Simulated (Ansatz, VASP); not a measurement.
**Cross-check of GaP between VASP and Ansatz**

Wanted: the spread between two codes on one cell, functional and k mesh. The cell is taken from a series of runs on this material, whose earlier steps may have relaxed, scaled, displaced or heated it; both programs get it as it stands.

Main program and level: Ansatz 0.2.0; plane waves, with VASP 6.6.1 beside it; G0W0 gap at PBE, DFT+U.

**1. Starting point**

Symmetry: F-43m, No. 216, cubic system. The conventional cell has a = 5.451 Å, b = 5.451 Å, c = 5.451 Å, α = 90.00°, β = 90.00°, γ = 90.00°. Nearest to Ga lie 4 P at 2.36 Å. Nearest to P lie 4 Ga at 2.36 Å. Farther neighbours are not listed.

Structure file:

```cif
data_structure
_symmetry_space_group_name_H-M 'P 1'
_symmetry_Int_Tables_number 1
_cell_length_a 3.8541
_cell_length_b 3.8541
_cell_length_c 3.8541
_cell_angle_alpha 60.000
_cell_angle_beta 60.000
_cell_angle_gamma 60.000
_cell_volume 40.48
loop_
_atom_site_label
_atom_site_type_symbol
_atom_site_fract_x
_atom_site_fract_y
_atom_site_fract_z
_atom_site_occupancy
Ga1 Ga 0.00000 0.00000 0.00000 1
P2 P 0.25000 0.25000 0.25000 1
```

**2. Ansatz: G0W0 gap, PBE, DFT+U**

Ansatz runs on its PAW soft_1 files.

Quasiparticle shifts depend on high empty states and on the cores, so they are the hardest test of two PAW sets.

input.yaml

```yaml
crystal:
  lattice:
    - [0.0, 2.72525, 2.72525]
    - [2.72525, 0.0, 2.72525]
    - [2.72525, 2.72525, 0.0]
  atoms:
    - { symbol: Ga, position: [0.0, 0.0, 0.0] }
    - { symbol: P, position: [0.25, 0.25, 0.25] }
kpoints:
  mp_grid: { grid: [6, 6, 6] }
hamiltonian:
  xc: pbe
  hubbard:
    projectors: ortho-atomic
    sites: [{ species: Ga, l: d, u_eff: 3.0 }]
  pseudopotentials: { kind: paw, azcp: { folder: soft_1 } }
scf:
  occupations: { method: fixed }
gw:
  n_empty_bands: 168
  ecut_chi: 150.0
  qp_bands: [v2, c2]
  qp_kpoints: band_edges
  screening: { model: contour_deformation }
```

The run is started by

```console
ansatz run input.yaml --threads 3 --pin off --max-ram 92160MiB --backend cuda --events-out ev --progress --plain --runs-dir out --devices 1 --max-vram 13GiB
```

Numbers of over 12 decimals in the logs are rounded to 6 here.

The log of the run:

```text
GPUs: using 1 of 1 available (devices: 1).
Engine: ansatz 0.2.0, x86_64-unknown-linux-gnu
Pseudopotentials: kind: paw
Pseudopotential: Ga, paw, valence charge 13, recommended cutoff 420 eV (normal), soft_1/Ga.paw.azcp
Pseudopotential: P, paw, valence charge 5, recommended cutoff 420 eV (normal), soft_1/P.paw.azcp
Functional definition: PBE
  parameter kappa = 0.804
  parameter beta = 0.066725
  exchange = pbe_x(kappa = kappa, mu = beta*pi^2/3)
  correlation = pbe_c(beta = beta)
device memory: the entry about to start is reckoned to put 0.4 GiB on a device that reports 59.2 GiB free (of which the cap on the GPU budget leaves the run 13.0 GiB)
GPU FFT provider: cuFFT
GPU libraries: cuBLAS 13.8.2, cuFFT 12.4.0, cuSOLVER 12.3.4
Crystal: 2 atoms, lattice volume = 40.481 Å³
Basis set: ecut = 420 eV, 749 PW (Γ)
Bands: 13, of which v1, the nominal top of the filled ones, is band 9 counted from 1 (8 counted from 0)
Symmetry: 24 space group operations
Space group: F-43m (ITA 216), of the structure as read, at distance tolerance 3.4e-5 Å
k-points: 16 of 216 (time reversal used)
Non-local potential: Ga, projectors of the file, l = 0: 2, l = 1: 2, l = 2: 3, l = 3: 1
Non-local potential: P, projectors of the file, l = 0: 2, l = 1: 2, l = 2: 1
PAW form: soft (Blöchl's): semilocal exchange-correlation on the pseudo side does not see the compensation charge
PAW one-centre angular grid: Ga, 590 points (default); XC on 64 Gauss nodes
PAW one-centre angular grid: P, 110 points (default); XC on 64 Gauss nodes
Initial density: superposition of atomic densities (chi_scale 0.1, normalization cell, long waves kept (reshape's long-wave potential 0.00 eV rms))
Initial wavefunctions: pseudopotential atomic-orbital guess
GPU buffer pool allocated for 19683 grid points (all kernels)
GPU transforms: local potential and band sums: pruned to the plane-wave sphere, on 25×25×25
Functional: x = pbe(κ = 0.804, μ = 0.219515), c = pbe(β = 0.066725)
SCF iter   1: F=—  HF=-4539.673760 eV  |F-HF|=—  |Δ(HF+E_count)|=         —  Δρ=4.72e-2  dr2=7.18e-1  ethr=3.10e-3  ⟨swp⟩=5.0  Hψ=1128  notcnv=0  defer=26
preconditioner: auto → none  [insulator: Δε(μ)=1.946 eV  Ē_g=16.169 eV  n_scr=14 (ndim 8)  ℏωp=24.8 eV  f_vac=0.000  ε∞_Penn≈3.3]
SCF iter   2: F=—  HF=-4539.529686 eV  |F-HF|=—  |Δ(HF+E_count)|=   1.44e-1  Δρ=2.18e-2  dr2=1.03e-1  ethr=3.10e-3  ⟨swp⟩=2.0  Hψ=393  notcnv=0  defer=26
SCF iter   3: F=—  HF=-4539.526510 eV  |F-HF|=—  |Δ(HF+E_count)|=   3.18e-3  Δρ=5.60e-3  dr2=1.15e-2  ethr=5.71e-4  ⟨swp⟩=3.0  Hψ=388  notcnv=0  defer=26
SCF iter   4: F=—  HF=-4539.523873 eV  |F-HF|=—  |Δ(HF+E_count)|=   2.64e-3  Δρ=2.03e-3  dr2=6.73e-4  ethr=6.41e-5  ⟨swp⟩=2.4  Hψ=401  notcnv=0  defer=27
SCF iter   5: F=—  HF=-4539.523523 eV  |F-HF|=—  |Δ(HF+E_count)|=   3.50e-4  Δρ=4.38e-4  dr2=3.28e-5  ethr=3.74e-6  ⟨swp⟩=2.0  Hψ=389  notcnv=0  defer=27
SCF iter   6: F=—  HF=-4539.523542 eV  |F-HF|=—  |Δ(HF+E_count)|=   1.89e-5  Δρ=3.66e-5  dr2=2.55e-7  ethr=1.82e-7  ⟨swp⟩=2.2  Hψ=266  notcnv=0  defer=11
SCF iter   7: F=-4539.523542 eV  HF=-4539.523542 eV  |F-HF|=1.77e-8  |Δ(HF+E_count)|=   2.11e-7  Δρ=5.41e-6  dr2=9.96e-9  ethr=5.56e-10  ⟨swp⟩=5.9  Hψ=1130  notcnv=0
SCF 1 converged in 7 iterations: F = -4539.523542 eV  dr2 = 9.96e-9
  greatest PAW one-centre occupation: 0.994 electrons in one spin orbital (limit 2), on the Ga atom at site 0 (counted from 0), in its partial waves of l = 2
device memory: the entry about to start is reckoned to put 0.5 GiB on a device that reports 61.2 GiB free (of which the cap on the GPU budget leaves the run 13.0 GiB)
NSCF: frozen V_eff on 16 k-points, pencils in batches of 32, up to order 52
the band table was solved once the SCF had ended and its energy, with any forces and stress, was formed, with the checks that follow a solve (1084 applications of the Hamiltonian). They found nothing against the state; the energy, forces and stress were not computed again (output.eigenvalues in the input reference)
device memory: the entry about to start is reckoned to put 2.6 GiB on a device that reports 61.1 GiB free (of which the cap on the GPU budget leaves the run 13.0 GiB)
NSCF: frozen V_eff on 16 k-points
G₀W₀ screening: q 1/16
[... further progress lines ...]
device memory: the entry about to start is reckoned to put 0.3 GiB on a device that reports 60.4 GiB free (of which the cap on the GPU budget leaves the run 13.0 GiB)
NSCF: frozen V_eff on 1 k-points
device memory: the entry about to start is reckoned to put 0.3 GiB on a device that reports 60.4 GiB free (of which the cap on the GPU budget leaves the run 13.0 GiB)
NSCF: frozen V_eff on 1 k-points
SCF converged after 7 iterations
Free energy (F): -4539.523542 eV
Harris-Foulkes:  -4539.523542 eV  (|F-HF|=1.77e-8)
Internal energy: -4539.523542 eV  (E = F + TS)
E sigma→0 (E₀):  -4539.523542 eV
Fermi energy:    7.068282 eV
--- Per-component energies (eV) ---
  E_band       = -72.973262
  E_kinetic    = 180.926405
  E_local      = -1676.364679  (includes V_loc(G=0)·N_el)
  E_nonlocal   = -59.939859
  E_hartree    = 1015.406451
  E_xc         = -136.344766
  E_vxc        = -117.170133  (∫ρ·V_xc dr)
  E_hubbard    = 0.014709  (on-site DFT+U / exact-exchange correction)
  E_vhub       = -14.955854  (the Hubbard potential's part of the band-sum identity)
  E_paw        = -2550.576647  (= ΣΔE_a)
  E_vpaw       = -416.278815  (= ΣTr[D̂ρ^β])
  E_aug_tail   = -0.000212  (compensation charges beyond the density's cutoff)
  E_ewald      = -1312.644944
  E_smearing   = -0.000000  (= −TS)
  E_closure    = 0.000000  (closes the sum)
  Σ components = -4539.523542   (vs F -4539.523542, Δ=0.00e0)
--- Band table (eV; the first three rows and the last of 16) ---
  k-point 0: bands = [... 5 lower, -5.4122, 7.0683, 7.0683, 7.0683, 8.9110, 10.9631, 10.9631, 10.9631]
  k-point 1: bands = [... 5 lower, -5.0654, 4.6842, 6.6986, 6.6986, 9.4952, 11.5109, 11.5109, 12.1050]
  k-point 2: bands = [... 5 lower, -4.1345, 1.8667, 6.1646, 6.1646, 8.9791, 11.8867, 11.8867, 14.6768]
  k-point 15: bands = [... 5 lower, -2.4178, 0.4747, 3.6971, 3.8151, 10.5523, 10.7259, 14.6286, 14.6506]
Occupation matrices written to <dir>
--- G₀W₀: contour deformation, 7 samples at zero and on the imaginary axis and 2 off it, 216 q-points, 168 empty bands' worth ---
  eigenvalues of the whole cell's RPA ε∞ on this k-mesh (on a slab, of 1 + 4πα/V) = 12.0895, 12.0895, 12.0895; static W/v taken at q = 0 is 0.082717
  bands read: the sum over 177 bands ends inside a degenerate multiplet in 4 slots, whose members it reads at an even weight; the widest, k=0: bands 177 to 179 (counted from 1) at 1/3 each
  gw.qp_kpoints: band_edges: 9 of 16 stored k-points solved, in 1 pass; an edge of the gap read off the rows below is read off those points alone
    valence top: of the k-points left out ik 8 came nearest to being solved in a further pass, in band 9 (counted from 1, as in the quasiparticle table): it holds the edge there only if its correction is more favourable than any solved in that band by at least 0.510 eV; those differ by 0.109 eV
    conduction bottom: of the k-points left out ik 11 came nearest to being solved in a further pass, in band 10 (counted from 1, as in the quasiparticle table): it holds the edge there only if its correction is more favourable than any solved in that band by at least 0.858 eV; those differ by 0.335 eV
    ik  band        ε_KS         Σx   Σc(E_QP)       V_xc       Z   E_QP_lin       E_QP  E_QP is
     0     8      7.0683   -17.0315     1.1408   -15.3121  0.7651     6.4860     6.4896  root
     0     9      7.0683   -17.0315     1.1408   -15.3121  0.7651     6.4860     6.4896  root
     0    10      8.9110   -10.7710    -4.2049   -15.2352  0.7781     9.1710     9.1703  root
     0    11     10.9631    -7.4583    -4.3960   -12.0209  0.7733    11.1301    11.1297  root
     1     8      6.6986   -16.7294     1.2342   -14.9026  0.7638     6.1020     6.1061  root
     1     9      6.6986   -16.7294     1.2342   -14.9026  0.7638     6.1020     6.1061  root
     1    10      9.4952    -9.4719    -4.2020   -13.8920  0.7771     9.7139     9.7133  root
     1    11     11.5109    -7.5804    -4.5725   -12.3292  0.7654    11.6877    11.6872  root
     2     8      6.1646   -16.5538     1.4467   -14.4856  0.7604     5.5382     5.5431  root
     2     9      6.1646   -16.5538     1.4467   -14.4856  0.7604     5.5382     5.5431  root
     2    10      8.9791    -9.2460    -4.0291   -13.4523  0.7819     9.1566     9.1563  root
     2    11     11.8867    -7.1983    -4.6773   -12.0347  0.7621    12.0463    12.0459  root
     3     8      5.9539   -16.5252     1.5389   -14.3528  0.7588     5.3150     5.3204  root
     3     9      5.9539   -16.5252     1.5389   -14.3528  0.7588     5.3150     5.3204  root
     3    10      8.7524    -9.3519    -3.9601   -13.4783  0.7830     8.9190     8.9187  root
     3    11     11.7907    -6.9872    -4.6188   -11.7467  0.7654    11.9318    11.9314  root
     4     8      6.0691   -16.3036     1.4259   -14.2592  0.7604     5.4456     5.4506  root
     4     9      6.0691   -16.3036     1.4259   -14.2592  0.7604     5.4456     5.4506  root
     4    10      9.8526    -7.9403    -4.1477   -12.2409  0.7788    10.0057    10.0055  root
     4    11     10.8818    -9.2763    -4.4608   -13.8929  0.7672    11.0380    11.0376  root
     6     8      4.5084   -15.9837     1.9332   -13.4067  0.7451     3.8566     3.8647  root
     6     9      5.4486   -16.2535     1.7073   -13.8930  0.7547     4.7890     4.7955  root
     6    10      9.8154    -8.5577    -4.1362   -12.8252  0.7781     9.9469     9.9466  root
     6    11     11.7553    -7.4712    -4.6871   -12.2920  0.7600    11.8894    11.8891  root
[...]
10     8      3.7651   -15.5372     2.3244   -12.5291  0.7321     3.0699     3.0814  root
    10     9      4.6964   -16.0417     2.0151   -13.3465  0.7460     4.0079     4.0163  root
    10    10      9.1333    -7.4017    -3.9095   -11.3296  0.7873     9.1516     9.1516  root
    10    11     10.6168    -7.6297    -4.3548   -12.0721  0.7724    10.7044    10.7043  root
    12     8      4.3924   -15.9790     2.1434   -13.1475  0.7418     3.6949     3.7043  root
    12     9      4.3924   -15.9790     2.1434   -13.1475  0.7418     3.6949     3.7043  root
    12    10      8.7272    -6.8507    -3.7720   -10.5466  0.7929     8.6512     8.6511  root
    12    11      8.8998    -7.8882    -3.8972   -11.8614  0.7852     8.9758     8.9758  root
```

[end of part 1 of 2]

[Lines on the potential files, build, host, timing and source positions are cut from VASP's logs without a mark.]

[Logs are printed without paths, hosts, clocks, repeated set-up lines and the standing remarks that a program may print on its own settings, such as how far it seeks lower states.]

[Hosts, paths, dates, database ids (printed as entryN), source tags and the programs' standing remarks are cut or masked in the printed files.]
